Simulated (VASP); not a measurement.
Write the native input for VASP 6.6.1 that does the following.

| Quantity | Value |
| --- | --- |
| Task | single point |
| Functional | rev-vdW-DF2 |
| Potentials or basis | VASP PAW PBE potentials, release 64 (Si, Cl, H) |
| Cutoff | 400 eV |
| k mesh | 1 × 1 × 1 |
| Occupations | gaussian, width 0.01 eV |
| Spin | no spin polarisation |
| Further INCAR settings | ALGO = Normal; EDIFF = 1e-06; ISYM = 0 |

The structure of SiCl2H2 lies in POSCAR:

```
SiH2Cl2                                 
1.0
   13.0062868778      0.0000000000      0.0000000000
    0.0000000000     13.5062868778      0.0000000000
    0.0000000000      0.0000000000     14.0062868778
  Si              Cl              H             
     1     2     2
Selective dynamics
Direct
     0.5004594151000035    0.5136331543000026    0.4971609763000018   F   F   F
     0.4103579674076030    0.4069474995286392    0.4348536694453302   T   T   T
     0.5827956027713556    0.4526015743900320    0.6074164374428490   T   T   T
     0.5734642084027681    0.5520482185668386    0.4248048764030066   T   T   T
     0.4328744853445132    0.5922876211080025    0.5360463605799926   T   T   T
```

One way to write it, as run:

INCAR

```
PREC     = Accurate       # precision mode
ENCUT    = 400            # plane-wave cutoff, eV
EDIFF    = 1E-6           # SCF threshold, eV
ISMEAR   = 0              # smearing method
SIGMA    = 0.01           # smearing width, eV
LREAL    = F              # projectors in reciprocal space
LASPH    = T              # aspherical terms in the spheres
NELM     = 100            # most SCF steps
ALGO     = Normal         # electronic algorithm
ISIF     = 2              # what is computed and relaxed
LWAVE    = F              # write WAVECAR
LCHARG   = F              # write CHGCAR
GGA      = MK             # functional
LUSE_VDW = T            
AGGAC    = 0.0          
PARAM1   = 0.1234       
PARAM2   = 0.711357     
ZAB_VDW  = -1.8867      
ISYM     = 0
```

KPOINTS

```
regular mesh
0
Gamma
  1 1 1
```

Potentials or basis: VASP PAW PBE potentials, release 64 (Si, Cl, H).

The run is started by

```console
$ cat potpaw_PBE.64/Si/POTCAR potpaw_PBE.64/Cl/POTCAR potpaw_PBE.64/H/POTCAR > POTCAR
$ mpirun -np 4 vasp_gam > vasp.out
```

It gave:

```json
{
  "Largest force": "0.027 eV/Å",
  "Gap between the frontier levels": "6.50 eV"
}
```

Caveat: the PAW data sets were made with another functional, which shifts forces and pressure a little.

Run time: 6.7 min on 4 MPI ranks on Intel(R) Xeon(R) Platinum 8375C CPU @ 2.90GHz (Ice Lake) (shared host), peak memory 1.4 GiB a rank.
